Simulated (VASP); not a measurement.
# CsSnI3: what moves the LDA gap besides the functional

How far does the LDA gap of CsSnI3 depend on mesh and cell? The starting structure is a computed structure from the Materials Project. Cell and atoms stay as given unless a step says otherwise.

Main program and level: VASP 6.6.1; Kohn-Sham DFT with plane waves and PAW; LDA.

## 1. Set-up

It takes space group Pm-3m (No. 221, cubic). Conventional cell: a = 6.286 Å, b = 6.286 Å, c = 6.286 Å, α = 90.00°, β = 90.00°, γ = 90.00°. Nearest to Cs lie 12 I at 4.45 Å. I has 2 Sn at 3.14 Å and 4 Cs at 4.45 Å nearest. Sn has 6 I at 3.14 Å nearest. Farther neighbours and most contacts between anions are not listed.

Structure file:

```cif
data_structure
_symmetry_space_group_name_H-M 'Pm-3m'
_symmetry_Int_Tables_number 221
_cell_length_a 6.2862
_cell_length_b 6.2862
_cell_length_c 6.2862
_cell_angle_alpha 90.000
_cell_angle_beta 90.000
_cell_angle_gamma 90.000
_cell_volume 248.41
loop_
_atom_site_label
_atom_site_type_symbol
_atom_site_symmetry_multiplicity
_atom_site_Wyckoff_symbol
_atom_site_fract_x
_atom_site_fract_y
_atom_site_fract_z
_atom_site_occupancy
Cs1 Cs 1 b 0.50000 0.50000 0.50000 1
I1 I 3 d 0.00000 0.50000 0.00000 1
Sn1 Sn 1 a 0.00000 0.00000 0.00000 1
```

## 2. Reference bands

Contents of INCAR:

```
SYSTEM = CsSnI3
PREC = Accurate
ENCUT = 350
EDIFF = 1E-06
NELM = 100
ISMEAR = 0
SIGMA = 0.03
LREAL = .FALSE.
ALGO = Normal
GGA = CA
NBANDS = 37
LORBIT = 11
LWAVE = .FALSE.
LCHARG = .FALSE.
KPAR = 8
LASPH = .TRUE.
```

Contents of POSCAR:

```
CsSnI3
1.0
    6.2862280000      0.0000000000      0.0000000000
    0.0000000000      6.2862280000      0.0000000000
    0.0000000000      0.0000000000      6.2862280000
Cs I Sn
1 3 1
Direct
    0.5000000000      0.5000000000      0.5000000000
    0.0000000000      0.5000000000      0.0000000000
    0.0000000000      0.0000000000      0.5000000000
    0.5000000000      0.0000000000      0.0000000000
    0.0000000000      0.0000000000      0.0000000000
```

Contents of KPOINTS:

```
Automatic mesh
0
Gamma
4 4 4
0 0 0
```

Contents of KPOINTS_OPT:

```
Line mode
8
Line-mode
Reciprocal
  0.00000000   0.00000000   0.00000000 GAMMA
  0.00000000   0.50000000   0.00000000 X

  0.00000000   0.50000000   0.00000000 X
  0.50000000   0.50000000   0.00000000 M

  0.50000000   0.50000000   0.00000000 M
  0.00000000   0.00000000   0.00000000 GAMMA

  0.00000000   0.00000000   0.00000000 GAMMA
  0.50000000   0.50000000   0.50000000 R

  0.50000000   0.50000000   0.50000000 R
  0.00000000   0.50000000   0.00000000 X

  0.50000000   0.50000000   0.00000000 M
  0.50000000   0.50000000   0.50000000 R
```

PAW data sets: Cs_sv, I and Sn_d (LDA family, release 64).

Launch:

```console
> mpirun -np 8 vasp_std
```

What it wrote:

```text
[banner, memory and clock lines left out]
running    8 mpi-ranks, on    1 nodes
 distrk:  each k-point on    1 cores,    8 groups
 distr:  one band on    1 cores,    1 groups

 POSCAR found type information on POSCAR CsI Sn
 POSCAR found :  3 types and       5 ions
|                                                                             |
|           W    W    AA    RRRRR   N    N  II  N    N   GGGG   !!!           |
|           W    W   A  A   R    R  NN   N  II  NN   N  G    G  !!!           |
|           W    W  A    A  R    R  N N  N  II  N N  N  G       !!!           |
|           W WW W  AAAAAA  RRRRR   N  N N  II  N  N N  G  GGG   !            |
|           WW  WW  A    A  R   R   N   NN  II  N   NN  G    G                |
|           W    W  A    A  R    R  N    N  II  N    N   GGGG   !!!           |
|                                                                             |
|     For optimal performance we recommend to set                             |
|       NCORE = 2 up to number-of-cores-per-socket                            |
|     NCORE specifies how many cores store one orbital (NPAR=cpu/NCORE).      |
|     This setting can greatly improve the performance of VASP for DFT.       |
|     The default, NCORE=1 might be grossly inefficient on modern             |
|     multi-core architectures or massively parallel machines. Do your        |
|     Unfortunately you need to use the default for GW and RPA                |
|     calculations (for HF NCORE is supported but not extensively tested      |
|     yet).                                                                   |
|                                                                             |

 LDA part: xc-table for (Slater(with rela. corr.)+CA(PZ))
 , standard interpolation
 POSCAR, INCAR and KPOINTS ok, starting setup
 FFT: planning ... GRIDC
 FFT: planning ... GRID_SOFT
 FFT: planning ... GRID
 WAVECAR not read
 entering main loop
       N       E                     dE             d eps       ncg     rms          rms(c)
DAV:   1     0.283852616243E+03    0.28385E+03   -0.13994E+04   748   0.783E+02
DAV:   2     0.216354654971E+02   -0.26222E+03   -0.24756E+03   849   0.201E+02
DAV:   3    -0.146980002139E+02   -0.36333E+02   -0.35971E+02   911   0.888E+01
DAV:   4    -0.161309379295E+02   -0.14329E+01   -0.14304E+01   912   0.212E+01
DAV:   5    -0.161823518143E+02   -0.51414E-01   -0.51408E-01   997   0.373E+00    0.387E+00
DAV:   6    -0.158901514297E+02    0.29220E+00   -0.30200E-01   927   0.274E+00    0.247E+00
DAV:   7    -0.158474761031E+02    0.42675E-01   -0.22400E-01   972   0.163E+00    0.957E-01
DAV:   8    -0.158456655895E+02    0.18105E-02   -0.40504E-02   918   0.106E+00    0.258E-01
DAV:   9    -0.158448373071E+02    0.82828E-03   -0.44453E-03   978   0.417E-01    0.102E-01
DAV:  10    -0.158446699149E+02    0.16739E-03   -0.56639E-04   932   0.119E-01    0.407E-02
DAV:  11    -0.158446585447E+02    0.11370E-04   -0.17675E-04   967   0.580E-02    0.345E-02
DAV:  12    -0.158446568792E+02    0.16655E-05   -0.16328E-05   871   0.175E-02    0.198E-02
DAV:  13    -0.158446554057E+02    0.14735E-05   -0.26422E-06   877   0.103E-02    0.774E-03
DAV:  14    -0.158446551759E+02    0.22974E-06   -0.14190E-06   652   0.606E-03
   1 F= -.15844655E+02 E0= -.15844655E+02  d E =-.343685E-12
 Start KPOINTS_OPT (optional k-point list driver)
k-point batch [1-10\48]
       N       E                     dE             ncg
DAV:   1    -0.537697565251E+03   -0.38034E+04      756
DAV:   2    -0.319529894974E+04   -0.26576E+04      883
DAV:   3    -0.355263507304E+04   -0.35734E+03      921
DAV:   4    -0.356624362893E+04   -0.13609E+02      891
DAV:   5    -0.356672334330E+04   -0.47971E+00      986
DAV:   6    -0.356673626120E+04   -0.12918E-01      992
DAV:   7    -0.356673660229E+04   -0.34109E-03     1034
DAV:   8    -0.356673660492E+04   -0.26317E-05      904
DAV:   9    -0.356673660500E+04   -0.72602E-07      588
[...]
k-point batch [41-48\48]
       N       E                     dE             ncg
DAV:   1     0.838957710615E+03   -0.70812E+04      608
DAV:   2    -0.119925185699E+04   -0.20382E+04      677
DAV:   3    -0.147752469661E+04   -0.27827E+03      758
DAV:   4    -0.148835570480E+04   -0.10831E+02      704
DAV:   5    -0.148873836640E+04   -0.38266E+00      821
DAV:   6    -0.148874387920E+04   -0.55128E-02      750
DAV:   7    -0.148874414034E+04   -0.26114E-03      845
DAV:   8    -0.148874414562E+04   -0.52748E-05      678
DAV:   9    -0.148874414579E+04   -0.17096E-06      440
```

It took 22 s on 8 MPI ranks of Intel Xeon 6975P-C (Granite Rapids), shared host; peak memory 2.1 GiB.

The logs omit lines about the potential files and the build; timing stands in the text.

From OUTCAR (step 2):

```text
ion  position               nearest neighbor table
   1  0.500  0.500  0.500-
   2  0.000  0.500  0.000-   5 3.14   5 3.14
   3  0.000  0.000  0.500-   5 3.14   5 3.14
   4  0.500  0.000  0.000-   5 3.14   5 3.14
   5  0.000  0.000  0.000-   2 3.14   3 3.14   4 3.14   3 3.14   2 3.14   4 3.14

  LATTYP: Found a simple cubic cell.
 ALAT       =     6.2862280000

 Subroutine GETGRP returns: Found 48 space group operations
 (whereof 48 operations were pure point group operations)

The static configuration has the point symmetry O_h .

 Found     10 irreducible k-points:

   k-points           NKPTS =     10   k-points in BZ     NKDIM =     10   number of bands    NBANDS=     37

   dimension x,y,z NGX =    40 NGY =   40 NGZ =   40
   dimension x,y,z NGXF=    80 NGYF=   80 NGZF=   80

   ENCUT  =  350.0 eV  25.72 Ry    5.07 a.u.   9.59  9.59  9.59*2*pi/ulx,y,z

   NELECT =      44.0000    total number of electrons

 k-points in reciprocal lattice and weights: Automatic mesh
   0.00000000  0.00000000  0.00000000       0.016
   0.25000000  0.00000000  0.00000000       0.094
   0.50000000  0.00000000  0.00000000       0.047
   0.25000000  0.25000000  0.00000000       0.188
   0.50000000  0.25000000  0.00000000       0.188
   0.50000000  0.50000000  0.00000000       0.047
   0.25000000  0.25000000  0.25000000       0.125
   0.50000000  0.25000000  0.25000000       0.188
   0.50000000  0.50000000  0.25000000       0.094
   0.50000000  0.50000000  0.50000000       0.016

 average (electrostatic) potential at core
       1 -48.4273       2 -94.2185       3 -94.2185       4 -94.2185       5-105.0959

 E-fermi :   2.2837

 k-point     1 :       0.0000    0.0000    0.0000
  band No.  band energies     occupation
    ...
     18       0.1399      2.00000
     19       0.1399      2.00000
     20       0.2771      2.00000
     21       0.2771      2.00000
     22       0.2771      2.00000
     23       4.2609      0.00000
     24       5.3498      0.00000
     25       5.3498      0.00000
     26       5.7547      0.00000
     27       5.7547      0.00000
    ...

 k-point     2 :       0.2500    0.0000    0.0000
  band No.  band energies     occupation
    ...
     18       0.0336      2.00000
     19       0.0567      2.00000
     20       0.2088      2.00000
     21       0.2088      2.00000
     22       0.2482      2.00000
     23       4.8443      0.00000
     24       5.0190      0.00000
     25       5.6756      0.00000
     26       5.8260      0.00000
     27       5.9575      0.00000
    ...

 k-point     3 :       0.5000    0.0000    0.0000
  band No.  band energies     occupation
    ...
     18      -0.0971      2.00000
     19      -0.0211      2.00000
     20       0.1667      2.00000
     21       0.1667      2.00000
     22       0.7470      2.00000
     23       3.3198      0.00000
     24       5.7984      0.00000
     25       6.0346      0.00000
     26       6.4064      0.00000
     27       6.4064      0.00000
    ...

  Total       -2.8490014     -2.8490014     -2.8490014      0.0000000     -0.0000000      0.0000000
  in kB      -18.3752331    -18.3752331    -18.3752331      0.0000000     -0.0000000      0.0000000
  external PRESSURE =     -18.3752331 kB  Pullay stress =       0.0000000 kB

  energy-cutoff  :      350.00
  volume of cell :      248.41
      direct lattice vectors                 reciprocal lattice vectors
     6.286228000  0.000000000  0.000000000     0.159077908  0.000000000  0.000000000
     0.000000000  6.286228000  0.000000000     0.000000000  0.159077908  0.000000000
     0.000000000  0.000000000  6.286228000     0.000000000  0.000000000  0.159077908

 POSITION                                       TOTAL-FORCE (eV/Angst)
 -----------------------------------------------------------------------------------
      3.14311      3.14311      3.14311         0.000000      0.000000      0.000000
      0.00000      3.14311      0.00000         0.000000      0.000000      0.000000
      0.00000      0.00000      3.14311         0.000000      0.000000      0.000000
      3.14311      0.00000      0.00000         0.000000      0.000000      0.000000
      0.00000      0.00000      0.00000         0.000000      0.000000      0.000000
 -----------------------------------------------------------------------------------
    total drift:                                0.000000      0.000000     -0.000000

  FREE ENERGIE OF THE ION-ELECTRON SYSTEM (eV)
  ---------------------------------------------------
  free  energy   TOTEN  =       -15.8446551759 eV

  energy  without entropy=      -15.8446551759  energy(sigma->0) =      -15.84465518

 total charge
# of ion       s       p       d       tot
------------------------------------------
    1        1.835   4.686   0.012   6.533
    2        1.513   2.775   0.009   4.297
    3        1.513   2.775   0.009   4.297
    4        1.513   2.775   0.009   4.297
    5        1.424   0.612   9.982  12.018
--------------------------------------------------
tot          7.798  13.623  10.021  31.442

[... 3 further parts left out ...]
```

Spin-orbit coupling is off here; with elements this heavy it can split and shift levels by tenths of an eV.

The reference gap is 0.421 eV.

## 3. Bands with cell and atoms relaxed by LDA

Against step 2 the input has another starting structure. The cell comes from a relaxation at this level, not shown (221.49 Å³).

INCAR is that of step 2.

POSCAR: that of step 2 with these lines changed.

```diff
@@ -2,5 +2,5 @@
 1.0
-    6.2862280000      0.0000000000      0.0000000000
-    0.0000000000      6.2862280000      0.0000000000
-    0.0000000000      0.0000000000      6.2862280000
+    6.0504251255      0.0000000000      0.0000000000
+    0.0000000000      6.0504251255      0.0000000000
+    0.0000000000      0.0000000000      6.0504251255
 Cs I Sn
```

KPOINTS is that of step 2.

KPOINTS_OPT is that of step 2.

Launch:

```console
> mpirun -np 8 vasp_std
```

What it wrote:

```text
[banner, memory and clock lines left out]
running    8 mpi-ranks, on    1 nodes
[...]
[... a notice as in an earlier step ...]

 LDA part: xc-table for (Slater(with rela. corr.)+CA(PZ))
 , standard interpolation
 POSCAR, INCAR and KPOINTS ok, starting setup
[...]
entering main loop
       N       E                     dE             d eps       ncg     rms          rms(c)
DAV:   1     0.294044029018E+03    0.29404E+03   -0.14187E+04   740   0.815E+02
DAV:   2     0.226230727027E+02   -0.27142E+03   -0.25528E+03   857   0.210E+02
DAV:   3    -0.146941144441E+02   -0.37317E+02   -0.36963E+02   940   0.914E+01
DAV:   4    -0.161702603375E+02   -0.14761E+01   -0.14735E+01   904   0.217E+01
[...]
DAV:  11    -0.160051165819E+02    0.16033E-05   -0.69640E-05   948   0.423E-02    0.283E-02
DAV:  12    -0.160051146360E+02    0.19459E-05   -0.77866E-06   857   0.111E-02    0.165E-02
DAV:  13    -0.160051142031E+02    0.43290E-06   -0.12403E-06   733   0.558E-03
   1 F= -.16005114E+02 E0= -.16004753E+02  d E =-.723117E-03
 Start KPOINTS_OPT (optional k-point list driver)
k-point batch [1-10\48]
       N       E                     dE             ncg
DAV:   1    -0.162832175627E+03   -0.35404E+04      740
DAV:   2    -0.282935388954E+04   -0.26665E+04      836
DAV:   3    -0.320054721521E+04   -0.37119E+03      926
DAV:   4    -0.321533722898E+04   -0.14790E+02      923
DAV:   5    -0.321585550474E+04   -0.51828E+00     1038
DAV:   6    -0.321586452345E+04   -0.90187E-02      968
DAV:   7    -0.321586482968E+04   -0.30622E-03     1091
DAV:   8    -0.321586483363E+04   -0.39495E-05      864
DAV:   9    -0.321586483385E+04   -0.21897E-06      627
[...]
k-point batch [41-48\48]
       N       E                     dE             ncg
DAV:   1     0.959997181381E+03   -0.71331E+04      592
DAV:   2    -0.114241262765E+04   -0.21024E+04      701
DAV:   3    -0.142283845616E+04   -0.28043E+03      737
DAV:   4    -0.143376782379E+04   -0.10929E+02      728
DAV:   5    -0.143415546262E+04   -0.38764E+00      810
DAV:   6    -0.143416311532E+04   -0.76527E-02      782
DAV:   7    -0.143416333804E+04   -0.22272E-03      829
DAV:   8    -0.143416334289E+04   -0.48468E-05      675
DAV:   9    -0.143416334306E+04   -0.17213E-06      398
```

The job ended after 18 s (8 MPI ranks; peak memory 2.1 GiB; 2.3 min of CPU time).

OUTCAR, selected parts (step 3):

```text
  Total       -0.0847482     -0.0847482     -0.0847482      0.0000000      0.0000000     -0.0000000
  in kB       -0.6130326     -0.6130326     -0.6130326      0.0000000      0.0000000     -0.0000000
  external PRESSURE =      -0.6130326 kB  Pullay stress =       0.0000000 kB

 POSITION                                       TOTAL-FORCE (eV/Angst)
 -----------------------------------------------------------------------------------
      3.02521      3.02521      3.02521         0.000000      0.000000      0.000000
      0.00000      3.02521      0.00000         0.000000      0.000000      0.000000
      0.00000      0.00000      3.02521         0.000000      0.000000      0.000000
      3.02521      0.00000      0.00000         0.000000      0.000000      0.000000
      0.00000      0.00000      0.00000         0.000000      0.000000      0.000000
 -----------------------------------------------------------------------------------
    total drift:                                0.000000      0.000000     -0.000000

  FREE ENERGIE OF THE ION-ELECTRON SYSTEM (eV)
  ---------------------------------------------------
  free  energy   TOTEN  =       -16.0051142031 eV

  energy  without entropy=      -16.0043910860  energy(sigma->0) =      -16.00475264

[... 1 part as in an earlier step ...]

[... 2 further parts left out ...]
[key lines of the parts left out:]
E-fermi :   3.5434
```

With cell and atoms relaxed by LDA there is no gap to read, since by its occupations the run counts as a metal (its levels may still leave one).

## 4. Bands with a 6×6×6 mesh

Against step 2 the input has a 6×6×6 mesh.

INCAR is that of step 3.

POSCAR: that of step 3 with these lines changed.

```diff
@@ -2,5 +2,5 @@
 1.0
-    6.0504251255      0.0000000000      0.0000000000
-    0.0000000000      6.0504251255      0.0000000000
-    0.0000000000      0.0000000000      6.0504251255
+    6.2862280000      0.0000000000      0.0000000000
+    0.0000000000      6.2862280000      0.0000000000
+    0.0000000000      0.0000000000      6.2862280000
 Cs I Sn
```

Contents of KPOINTS:

```
Automatic mesh
0
Gamma
6 6 6
0 0 0
```

KPOINTS_OPT is that of step 3.

Launch:

```console
> mpirun -np 8 vasp_std
```

What it wrote:

```text
[... set-up lines as in an earlier step ...]
 entering main loop
       N       E                     dE             d eps       ncg     rms          rms(c)
DAV:   1     0.281420478674E+03    0.28142E+03   -0.14043E+04  1488   0.779E+02
DAV:   2     0.201693842737E+02   -0.26125E+03   -0.24672E+03  1712   0.198E+02
DAV:   3    -0.148255079154E+02   -0.34995E+02   -0.34717E+02  1835   0.873E+01
DAV:   4    -0.161790644030E+02   -0.13536E+01   -0.13517E+01  1814   0.206E+01
[...]
DAV:  12    -0.159028025524E+02    0.24608E-05   -0.18257E-05  1716   0.168E-02    0.220E-02
DAV:  13    -0.159028003950E+02    0.21574E-05   -0.39251E-06  1895   0.118E-02    0.733E-03
DAV:  14    -0.159028001226E+02    0.27235E-06   -0.16680E-06  1378   0.619E-03
   1 F= -.15902800E+02 E0= -.15902800E+02  d E =-.705153E-26
 Start KPOINTS_OPT (optional k-point list driver)
k-point batch [1-20\48]
       N       E                     dE             ncg
DAV:   1    -0.118698922711E+04   -0.11059E+05     1480
DAV:   2    -0.637875695817E+04   -0.51918E+04     1696
DAV:   3    -0.707750841684E+04   -0.69875E+03     1810
DAV:   4    -0.710447472598E+04   -0.26966E+02     1822
DAV:   5    -0.710543708354E+04   -0.96236E+00     2026
DAV:   6    -0.710545852483E+04   -0.21441E-01     1969
DAV:   7    -0.710545903398E+04   -0.50916E-03     2104
DAV:   8    -0.710545904074E+04   -0.67587E-05     1716
DAV:   9    -0.710545904090E+04   -0.16119E-06     1160
[...]
k-point batch [41-48\48]
       N       E                     dE             ncg
DAV:   1     0.853536232534E+04   -0.70188E+04      608
DAV:   2     0.648814577122E+04   -0.20472E+04      685
DAV:   3     0.621317546484E+04   -0.27497E+03      711
DAV:   4     0.620283315746E+04   -0.10342E+02      720
DAV:   5     0.620249657469E+04   -0.33658E+00      804
DAV:   6     0.620248683429E+04   -0.97404E-02      811
DAV:   7     0.620248661223E+04   -0.22206E-03      812
DAV:   8     0.620248660691E+04   -0.53226E-05      750
DAV:   9     0.620248660685E+04   -0.58579E-07      471
```

Elapsed: 22 s, on 8 MPI ranks; peak memory 2.7 GiB; 2.8 min of CPU time.

Parts of OUTCAR (step 4):

```text
  Total       -3.0618991     -3.0618991     -3.0618991     -0.0000000      0.0000000     -0.0000000
  in kB      -19.7483619    -19.7483619    -19.7483619     -0.0000000      0.0000000     -0.0000000
  external PRESSURE =     -19.7483619 kB  Pullay stress =       0.0000000 kB

  FREE ENERGIE OF THE ION-ELECTRON SYSTEM (eV)
  ---------------------------------------------------
  free  energy   TOTEN  =       -15.9028001226 eV

  energy  without entropy=      -15.9028001226  energy(sigma->0) =      -15.90280012

[... 2 parts as in an earlier step ...]

[... 2 further parts left out ...]
[key lines of the parts left out:]
E-fermi :   2.3650
```

With a 6×6×6 mesh the gap is 0.433 eV, +0.012 eV from the reference.

## 5. All runs side by side

```csv
run,gap (eV),change (eV),core minutes
reference,0.421,-,2.93
cell and atoms relaxed by LDA,none,-,2.37
a 6×6×6 mesh,0.433,0.012,2.93
```

Core minutes are wall time times ranks of the run shown, on a shared host.

## 6. Results

- reference gap: 0.421 eV
- gap with cell and atoms relaxed by LDA: none to read from the occupations
- gap with a 6×6×6 mesh: 0.433 eV

What this shows: Among the runs that read a gap along the path, the one with a 6×6×6 mesh moves it most, by +0.012 eV. On finer settings it changes by +0.012 eV with a 6×6×6 mesh. With cell and atoms relaxed by LDA there is no gap to read, since by its occupations the run counts as a metal (its levels may still leave one). The functional's own error isn't tested here. Further runs on this material are not shown.

[Lines on the potential files, build, host, timing and source positions are cut from VASP's logs without a mark.]

[Logs are printed without paths, hosts, clocks, repeated set-up lines and the standing remarks that a program may print on its own settings, such as how far it seeks lower states.]

[Hosts, paths, dates, database ids (printed as entryN), source tags and the programs' standing remarks are cut or masked in the printed files.]
